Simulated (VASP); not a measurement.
Output of a VASP run:

OUTCAR:
```
 ion  position               nearest neighbor table
   1  0.000  0.000  0.000-   2 1.99   2 1.99   2 1.99   2 1.99   2 1.99   2 1.99
   2  0.500  0.500  0.500-   1 1.99   1 1.99   1 1.99   1 1.99   1 1.99   1 1.99
  LATTYP: Found a face centered cubic cell.
 ALAT       =     3.9755340000
 Subroutine PRICEL returns:
 Original cell was already a primitive cell.
 Subroutine GETGRP returns: Found 48 space group operations
The static configuration has the point symmetry O_h .
The dynamic configuration has the point symmetry O_h .
 Subroutine INISYM returns: Found 48 space group operations
 Subroutine IBZKPT returns following result:
 Found      8 irreducible k-points:

 Following reciprocal coordinates:
            Coordinates               Weight
  0.000000  0.000000  0.000000      1.000000
  0.250000  0.000000  0.000000      8.000000
  0.500000  0.000000  0.000000      4.000000
  0.250000  0.250000  0.000000      6.000000
  0.500000  0.250000  0.000000     24.000000
 -0.250000  0.250000  0.000000     12.000000
  0.500000  0.500000  0.000000      3.000000
 -0.250000  0.500000  0.250000      6.000000
   k-points           NKPTS =      8   k-points in BZ     NKDIM =      8   number of bands    NBANDS=      9
   number of dos      NEDOS =    301   number of ions     NIONS =      2
   total plane-waves  NPLWV =   4096
   dimension x,y,z NGX =    16 NGY =   16 NGZ =   16
   dimension x,y,z NGXF=    32 NGYF=   32 NGZF=   32
   ions per type =               1   1
   PREC   = normal    normal or accurate (medium, high low for compatibility)
   ISTART =      0    job   : 0-new  1-cont  2-samecut
   ICHARG =      2    charge: 1-file 2-atom 10-const
   ISPIN  =      1    spin polarized calculation?
   LNONCOLLINEAR =      F non collinear calculations
   LSORBIT =      F    spin-orbit coupling
   INIWAV =      1    electr: 0-lowe 1-rand  2-diag
   ENCUT  =  500.0 eV  36.75 Ry    6.06 a.u.   5.13  5.13  5.13*2*pi/ulx,y,z
   NELM   =    100;   NELMIN=  2; NELMDL= -5     # of ELM steps
   EDIFF  = 0.1E-07   stopping-criterion for ELM
   LREAL  =      F    real-space projection
   NLSPLINE    = F    spline interpolate recip. space projectors
   LMAXMIX     =    2 max onsite mixed and CHGCAR
   VOSKOWN=      0    Vosko Wilk Nusair interpolation
   EDIFFG = 0.1E-06   stopping-criterion for IOM
   NSW    =      0    number of steps for IOM
   NBLOCK =      1;   KBLOCK =      1    inner block; outer block
   IBRION =     -1    ionic relax: 0-MD 1-quasi-New 2-CG
   NFREE  =      0    steps in history (QN), initial steepest desc. (CG)
   ISIF   =      2    stress and relaxation
   ISYM   =      2    0-nonsym 1-usesym 2-fastsym
   TEIN   =    0.0    initial temperature
   TEBEG  =    0.0;   TEEND  =   0.0 temperature during run
   SMASS  =  -3.00    Nose mass-parameter (am)
   PSTRESS=    0.0 pullay stress
   NELECT =      10.0000    total number of electrons
   EFERMI =   0.00;   METHOD = LEGACY
   ISMEAR =     0;   SIGMA  =   0.01  broadening in eV -4-tet -1-fermi 0-gaus
   IALGO  =     38    algorithm
   LDIAG  =      T    sub-space diagonalisation (order eigenvalues)
   IMIX   =      4    mixing-type and parameters
     AMIX     =   0.40;   BMIX     =  1.00
     AMIX_MAG =   1.60;   BMIX_MAG =  1.00
     AMIN     =   0.10
   GGA     = PE    functional components
   VOSKOWN =     0    Vosko Wilk Nusair interpolation
   LHFCALC =     F    Hartree Fock is set to
   LHFONE  =     F    Hartree Fock one center treatment
   AEXX    =    0.0000 exact exchange contribution
   IVDW    =     0    specifies the selected vdW correction
   LEPSILON=     F    determine dielectric tensor
   LRPA    =     F    only Hartree local field effects (RPA)
  energy-cutoff  :      500.00
  volume of cell :       15.71
      direct lattice vectors                 reciprocal lattice vectors
     0.000000000  1.987767000  1.987767000    -0.251538535  0.251538535  0.251538535
     1.987767000  0.000000000  1.987767000     0.251538535 -0.251538535  0.251538535
     1.987767000  1.987767000  0.000000000     0.251538535  0.251538535 -0.251538535
 k-point     1 :   0.0000 0.0000 0.0000  plane waves:     411
 k-point     2 :   0.2500 0.0000 0.0000  plane waves:     392
...
```

**OSZICAR**
```
       N       E                     dE             d eps       ncg     rms          rms(c)
DAV:   1     0.415801232711E+02    0.41580E+02   -0.50374E+03   152   0.105E+03
DAV:   2    -0.975446364540E+01   -0.51335E+02   -0.47306E+02   162   0.333E+02
DAV:   3    -0.119238820342E+02   -0.21694E+01   -0.21660E+01   188   0.694E+01
DAV:   4    -0.119502508813E+02   -0.26369E-01   -0.26326E-01   191   0.739E+00
DAV:   5    -0.119504354499E+02   -0.18457E-03   -0.18456E-03   227   0.724E-01    0.781E+00
DAV:   6    -0.113998559226E+02    0.55058E+00   -0.28479E+00   215   0.241E+01    0.561E+00
DAV:   7    -0.113963522074E+02    0.35037E-02   -0.15137E-02   162   0.211E+00    0.340E+00
DAV:   8    -0.113989191843E+02   -0.25670E-02   -0.17168E-02   163   0.285E+00    0.123E-01
DAV:   9    -0.113990106314E+02   -0.91447E-04   -0.37798E-04   200   0.369E-01    0.606E-02
DAV:  10    -0.113990827095E+02   -0.72078E-04   -0.10299E-04   147   0.123E-01    0.617E-03
DAV:  11    -0.113990828904E+02   -0.18094E-06   -0.92642E-07   208   0.141E-02    0.650E-03
DAV:  12    -0.113990832001E+02   -0.30966E-06   -0.84873E-07   150   0.143E-02    0.170E-03
DAV:  13    -0.113990831596E+02    0.40444E-07   -0.10995E-07   220   0.566E-03    0.278E-04
DAV:  14    -0.113990831480E+02    0.11655E-07   -0.11824E-09   110   0.607E-04    0.112E-04
DAV:  15    -0.113990831403E+02    0.76534E-08   -0.51773E-10   100   0.287E-04
   1 F= -.11399083E+02 E0= -.11399083E+02  d E =-.163946-159
```

### OUTCAR
```
------------------------ aborting loop because EDIFF is reached ----------------------------------------
  FORCE on cell =-STRESS in cart. coord.  units (eV):
  Direction    XX          YY          ZZ          XY          YZ          ZX
  --------------------------------------------------------------------------------------
  Total       -0.2098378     -0.2098378     -0.2098378     -0.0000000      0.0000000      0.0000000
  in kB      -21.4026666    -21.4026666    -21.4026666     -0.0000000      0.0000000      0.0000000
  external PRESSURE =     -21.4026666 kB  Pullay stress =       0.0000000 kB
  volume of cell :       15.71
      direct lattice vectors                 reciprocal lattice vectors
     0.000000000  1.987767000  1.987767000    -0.251538535  0.251538535  0.251538535
     1.987767000  0.000000000  1.987767000     0.251538535 -0.251538535  0.251538535
     1.987767000  1.987767000  0.000000000     0.251538535  0.251538535 -0.251538535
  FREE ENERGIE OF THE ION-ELECTRON SYSTEM (eV)
  ---------------------------------------------------
  free  energy   TOTEN  =       -11.3990831403 eV

  energy  without entropy=      -11.3990831403  energy(sigma->0) =      -11.39908314
```
(Selected blocks of OUTCAR.)

### POSCAR
```
LiF
1
    0.0000000000     1.9877670000     1.9877670000
    1.9877670000     0.0000000000     1.9877670000
    1.9877670000     1.9877670000     0.0000000000
Li F
1 1
Direct
  0.0000000000   0.0000000000   0.0000000000
  0.5000000000   0.5000000000   0.5000000000
```

Question: Reconstruct the remaining input files.

Answer: One answer among several that fit: the input of the run itself, PBE GGA, plane waves, VASP's PBE PAW potentials (set 64).

INCAR:
```
LWAVE = .True.
SIGMA = 0.01
LASPH = .True.   ! aspherical one-centre terms
ENCUT = 500
ALGO = Normal   ! blocked Davidson
LREAL = .False.
ISMEAR = 0
PREC = Normal
GGA = PE
SYSTEM = LiF
LCHARG = .False.
NELM = 100
EDIFF = 1E-8   ! SCF stop (eV)
```

File KPOINTS:
```
K-points
0
gamma
  4 4 4
```

POTCAR, in this order: Li_sv_GW F_GW_new (PBE.64 set). Program: vasp_std.

The compound is LiF in the rock salt structure. This cell is one point of a volume scan, at 0.96 of the reference volume. The k-mesh is coarse (spacing up to 0.68 per Å, 2π included), so the numbers may not be converged in it.
